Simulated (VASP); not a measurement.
# NiMoIrPdW (P3m1) in VASP: a series of runs, part 2 of 2

VASP 6.6.1. Earlier steps stand in the parts before.

### Step 4. Band structure, rev-vdW-DF2, collinear spin, ferromagnetic start

This run uses another cell than the first one, of 14.73 Å³/atom, 0.983 times its volume.

Contents of POSCAR:

```
NiMoIrPdW                               
1.0
    2.7485833985     -0.0000047676     -0.0000009706
   -1.3742958281      2.3803351242      0.0000009706
   -0.0000040443      0.0000023349     11.2554989139
  Ni              Mo              Pd              Ir              W             
     1     1     1     1     1
Direct
     0.0000008757392362    0.9999991242607420    0.7099813539006895
     0.6666692493661404    0.3333307506338994    0.2956039151783100
     0.6666692470248520    0.3333307529751665    0.8982736639585516
     0.0000013739813925    0.9999986260185578    0.1042621157786867
     0.6666692538883894    0.3333307461116239    0.5295589511837567
```

Contents of INCAR.step1:

```
AGGAC = 0.0
ALGO = Normal
EDIFF = 1E-6
ENCUT = 520
GGA = MK
ISIF = 2
ISMEAR = -1
ISPIN = 2
KPAR = 4
LASPH = True
LCHARG = True
LMAXMIX = 4
LORBIT = 11
LREAL = False
LUSE_VDW = True
LWAVE = False
MAGMOM = 1 1 0 0.6 0
NELM = 100
PARAM1 = 0.1234
PARAM2 = 0.711357
PREC = Accurate
SIGMA = 0.05
ZAB_VDW = -1.8867
```

Contents of KPOINTS.step1:

```
k-points
0
Gamma
  11 11 3
```

Contents of INCAR.step2:

```
AGGAC = 0.0
ALGO = Normal
EDIFF = 1E-6
ENCUT = 520
GGA = MK
ICHARG = 11
ISIF = 2
ISMEAR = 0
ISPIN = 2
KPAR = 4
LASPH = True
LCHARG = False
LMAXMIX = 4
LORBIT = 11
LREAL = False
LUSE_VDW = True
LWAVE = False
MAGMOM = 1 1 0 0.6 0
NELM = 100
PARAM1 = 0.1234
PARAM2 = 0.711357
PREC = Accurate
SIGMA = 0.05
ZAB_VDW = -1.8867
```

Contents of KPOINTS.step2:

```
path GMKGALHA,LM,KH
10
line-mode
reciprocal
 0.0000000000  0.0000000000  0.0000000000  G
 0.5000000000  0.0000000000  0.0000000000  M

 0.5000000000  0.0000000000  0.0000000000  M
 0.3333333333  0.3333333333  0.0000000000  K

 0.3333333333  0.3333333333  0.0000000000  K
 0.0000000000  0.0000000000  0.0000000000  G

 0.0000000000  0.0000000000  0.0000000000  G
 0.0000000000  0.0000000000  0.5000000000  A

 0.0000000000  0.0000000000  0.5000000000  A
 0.5000000000  0.0000000000  0.5000000000  L

 0.5000000000  0.0000000000  0.5000000000  L
 0.3333333333  0.3333333333  0.5000000000  H

 0.3333333333  0.3333333333  0.5000000000  H
 0.0000000000  0.0000000000  0.5000000000  A

 0.5000000000  0.0000000000  0.5000000000  L
 0.5000000000  0.0000000000  0.0000000000  M

 0.3333333333  0.3333333333  0.0000000000  K
 0.3333333333  0.3333333333  0.5000000000  H
```

On the command line:

```
> cat potpaw_PBE.64/Ni/POTCAR potpaw_PBE.64/Mo_sv/POTCAR potpaw_PBE.64/Pd/POTCAR potpaw_PBE.64/Ir/POTCAR potpaw_PBE.64/W_sv/POTCAR > POTCAR
> cp INCAR.step1 INCAR
> cp KPOINTS.step1 KPOINTS
> mpirun -np 4 vasp_std > vasp.out
> cp INCAR.step2 INCAR
> cp KPOINTS.step2 KPOINTS
> mpirun -np 4 vasp_std > vasp.out
```

It took 2.8 min on 4 MPI ranks of Intel Xeon 6975P-C (Granite Rapids), shared host; peak memory 0.72 GiB.

Results (log left out):

```yaml
Band_gap_along_the_path: none (metal or under the smearing width)
Net_moment: 0.00 μB per cell
```

Levels at the corners of the path, in eV from the Fermi level:
Spin up:
| point | band 24 | band 25 | band 26 | band 27 | band 28 | band 29 | band 30 | band 31 |
| --- | --- | --- | --- | --- | --- | --- | --- | --- |
| Γ | -1.57 | -1.45 | -1.45 | -0.92 | -0.89 | -0.89 | -0.11 | -0.11 |
| M | -0.54 | -0.45 | -0.37 | -0.06 | 1.02 | 1.04 | 1.24 | 2.10 |
| M | -0.54 | -0.45 | -0.37 | -0.06 | 1.02 | 1.04 | 1.24 | 2.10 |
| K | -1.14 | -0.44 | -0.29 | -0.06 | -0.02 | 0.06 | 0.19 | 1.04 |
| K | -1.14 | -0.44 | -0.29 | -0.06 | -0.02 | 0.06 | 0.19 | 1.04 |
| Γ | -1.57 | -1.45 | -1.45 | -0.92 | -0.89 | -0.89 | -0.11 | -0.11 |
| Γ | -1.57 | -1.45 | -1.45 | -0.92 | -0.89 | -0.89 | -0.11 | -0.11 |
| A | -1.59 | -1.35 | -1.35 | -1.09 | -0.99 | -0.99 | -0.01 | -0.01 |
| A | -1.59 | -1.35 | -1.35 | -1.09 | -0.99 | -0.99 | -0.01 | -0.01 |
| L | -0.45 | -0.37 | -0.06 | 0.20 | 0.86 | 1.08 | 1.30 | 1.31 |
| L | -0.45 | -0.37 | -0.06 | 0.20 | 0.86 | 1.08 | 1.30 | 1.31 |
| H | -1.09 | -0.44 | -0.31 | -0.06 | 0.04 | 0.18 | 0.26 | 1.01 |
| H | -1.09 | -0.44 | -0.31 | -0.06 | 0.04 | 0.18 | 0.26 | 1.01 |
| A | -1.59 | -1.35 | -1.35 | -1.09 | -0.99 | -0.99 | -0.01 | -0.01 |
| L | -0.45 | -0.37 | -0.06 | 0.20 | 0.86 | 1.08 | 1.30 | 1.31 |
| M | -0.54 | -0.45 | -0.37 | -0.06 | 1.02 | 1.04 | 1.24 | 2.10 |
| K | -1.14 | -0.44 | -0.29 | -0.06 | -0.02 | 0.06 | 0.19 | 1.04 |
| H | -1.09 | -0.44 | -0.31 | -0.06 | 0.04 | 0.18 | 0.26 | 1.01 |
Spin down:
```
point  band 23  band 24  band 25  band 26  band 27  band 28  band 29  band 30  band 31  band 32
    Γ    -1.57    -1.57    -1.45    -1.45    -0.92    -0.89    -0.89    -0.11    -0.11     0.16
    M    -0.91    -0.54    -0.45    -0.37    -0.06     1.02     1.04     1.24     2.10     2.16
    M    -0.91    -0.54    -0.45    -0.37    -0.06     1.02     1.04     1.24     2.10     2.16
    K    -1.87    -1.14    -0.44    -0.29    -0.06    -0.02     0.06     0.19     1.04     1.33
    K    -1.87    -1.14    -0.44    -0.29    -0.06    -0.02     0.06     0.19     1.04     1.33
    Γ    -1.57    -1.57    -1.45    -1.45    -0.92    -0.89    -0.89    -0.11    -0.11     0.16
    Γ    -1.57    -1.57    -1.45    -1.45    -0.92    -0.89    -0.89    -0.11    -0.11     0.16
    A    -1.59    -1.59    -1.35    -1.35    -1.09    -0.99    -0.99    -0.01    -0.01     0.18
    A    -1.59    -1.59    -1.35    -1.35    -1.09    -0.99    -0.99    -0.01    -0.01     0.18
    L    -1.08    -0.45    -0.37    -0.06     0.20     0.86     1.08     1.30     1.31     2.63
    L    -1.08    -0.45    -0.37    -0.06     0.20     0.86     1.08     1.30     1.31     2.63
    H    -1.91    -1.09    -0.44    -0.31    -0.06     0.04     0.18     0.26     1.01     1.06
    H    -1.91    -1.09    -0.44    -0.31    -0.06     0.04     0.18     0.26     1.01     1.06
    A    -1.59    -1.59    -1.35    -1.35    -1.09    -0.99    -0.99    -0.01    -0.01     0.18
    L    -1.08    -0.45    -0.37    -0.06     0.20     0.86     1.08     1.30     1.31     2.63
    M    -0.91    -0.54    -0.45    -0.37    -0.06     1.02     1.04     1.24     2.10     2.16
    K    -1.87    -1.14    -0.44    -0.29    -0.06    -0.02     0.06     0.19     1.04     1.33
    H    -1.91    -1.09    -0.44    -0.31    -0.06     0.04     0.18     0.26     1.01     1.06
```

Caveat: the log is that of the step along the path at fixed density, whose energy, stress, charges and moments have no meaning; the PAW data sets were made with another functional, which shifts forces and pressure a little; spin-orbit coupling is left out, which moves the levels of the heavy elements.

### Step 5. For comparison

An earlier run on the cell as given: functional PBE; potentials or basis VASP PAW PBE potentials, release 64 (Ni, Mo_sv, Pd, Ir, W_sv); cutoff 520 eV; k mesh 11 × 11 × 3; occupations fermi-dirac, width 0.05 eV; collinear spin, ferromagnetic start; starting moments [1.0, 1.0, 0.0, 0.6, 0.0] μB.

- Pressure: 0.2 GPa
- Largest force: 0.296 eV/Å
- Band gap on the k mesh: none (metal or under the smearing width)
- Net moment: 0.00 μB per cell
- Valence electrons inside the program's atomic spheres: Ni 9.21; Mo 12.56; Pd 9.46; Ir 8.30; W 12.09

### Step 6. Summary

```csv
task,level,cell,moment (μB)
band structure,optB88-vdW,"P3m1, 14.98 Å³/atom",0.00
band structure,vdW-DF-cx,"P3m1, 14.5 Å³/atom",0.00
band structure,rev-vdW-DF2,"P3m1, 14.73 Å³/atom",0.00
single point,PBE,"P3m1, 14.97 Å³/atom",0.00
```

Alike in all rows: potentials or basis VASP PAW PBE potentials, release 64 (Ni, Mo_sv, Pd, Ir, W_sv); spin collinear, ferromagnetic start; k mesh 11 × 11 × 3; cutoff (eV) 520; smearing fermi-dirac 0.05 eV.

Caveats: the PAW data sets were made with another functional, which shifts forces and pressure a little (some runs); spin-orbit coupling is left out, which moves the levels of the heavy elements (some runs).

Absolute energies hang on the potentials; compare differences alone.
